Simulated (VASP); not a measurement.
Input:

```yaml
crystal:
  lattice:
    - [5.03623, 0.00000, 0.00000]
    - [0.00000, 5.03623, 0.00000]
    - [0.00000, 0.00000, 5.03623]
  atoms:
    - { symbol: W, position: [0.00000, 0.00000, 0.00000] }
    - { symbol: W, position: [0.50000, 0.50000, 0.50000] }
    - { symbol: W, position: [0.00000, 0.50000, 0.25000] }
    - { symbol: W, position: [0.00000, 0.50000, 0.75000] }
    - { symbol: W, position: [0.25000, 0.00000, 0.50000] }
    - { symbol: W, position: [0.75000, 0.00000, 0.50000] }
    - { symbol: W, position: [0.50000, 0.75000, 0.00000] }
    - { symbol: W, position: [0.50000, 0.25000, 0.00000] }
```

These are PBEsol GGA, VASP's PBE PAW potentials (set 64) (plane waves; VASP) values and carry that method's errors. Settings: 400 eV cut-off, 6×6×6 Γ-centred mesh, first-order Methfessel-Paxton smearing of 0.10 eV, potentials W_sv.

Unless said otherwise, spin-orbit coupling is left out, though it shifts the bands of the heavy elements here.

Task: Estimate the energy per atom (σ→0), band gap (on the k-mesh) with the smallest direct gap where there is one.

Result: 
The band gap (on the k-mesh) comes out as none (metal, semimetal or under 0.01 eV). The energy per atom (σ→0) comes out as -13.706 eV/atom.

Total energies compare only between runs with the same potentials, cut-off and functional.

The structure comes from a measured W entry (Pm-3n) of the Crystallography Open Database, whose conditions weren't checked. It was relaxed first. The start is the result of an earlier pass.
